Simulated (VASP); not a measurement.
# Ni: single point with LDA

The system is Ni.

```xyz
2
Lattice="2.4174 0.0000 0.0000 -1.2087 2.0935 0.0000 0.0000 0.0000 3.9728" Properties=species:S:1:pos:R:3 pbc="T T T"
Ni    0.0000    1.3957    0.9932
Ni    1.2087    0.6978    2.9796
```

This isn't the form of Ni at room conditions, which is fcc.

```
Program             : VASP 6.6.1
Task                : single point
Functional          : LDA
Potentials or basis : VASP PAW LDA potentials, release 64 (Ni)
Cutoff              : 520 eV
k mesh              : 24 × 24 × 13
Occupations         : fermi-dirac, width 0.05 eV
Spin                : collinear spin, typed start
Starting moments    : [0.584, 0.584] μB
```

| Quantity | Value |
| --- | --- |
| Pressure | -0.2 GPa |
| Band gap on the k mesh | none (metal or under the smearing width) |
| Net moment | 1.16 μB per cell |
| Site moments | Ni +0.58 μB |
| Valence electrons inside the program's atomic spheres | Ni 9.47 |

Stress tensor (GPa, compression positive):
```
-0.08  0.00  0.00
 0.00 -0.08  0.00
 0.00  0.00 -0.32
```

Levels at points of the mesh, in eV from the Fermi level:
Spin up:
```
           k point  band 7  band 8  band 9  band 10  band 11  band 12  band 13  band 14  band 15  band 16
(0.00, 0.00, 0.00)   -2.16   -1.69   -1.69    -0.63    -0.63    -0.49     6.20    23.40    25.83    25.83
(0.50, 0.00, 0.00)   -2.13   -0.49   -0.42    -0.35     1.36     3.39     9.83    10.46    13.12    14.25
```
Spin down:
| k point | band 6 | band 7 | band 8 | band 9 | band 10 | band 11 | band 12 | band 13 |
| --- | --- | --- | --- | --- | --- | --- | --- | --- |
| (0.00, 0.00, 0.00) | -1.59 | -1.59 | -1.12 | -1.12 | -0.46 | -0.02 | -0.02 | 6.57 |
| (0.50, 0.00, 0.00) | -1.95 | -1.58 | 0.14 | 0.20 | 0.29 | 1.78 | 3.74 | 10.00 |

Run time: 3 min on 1 thread of Intel(R) Xeon(R) Platinum 8488C (Sapphire Rapids), with other jobs on the host, peak memory 0.32 GiB.
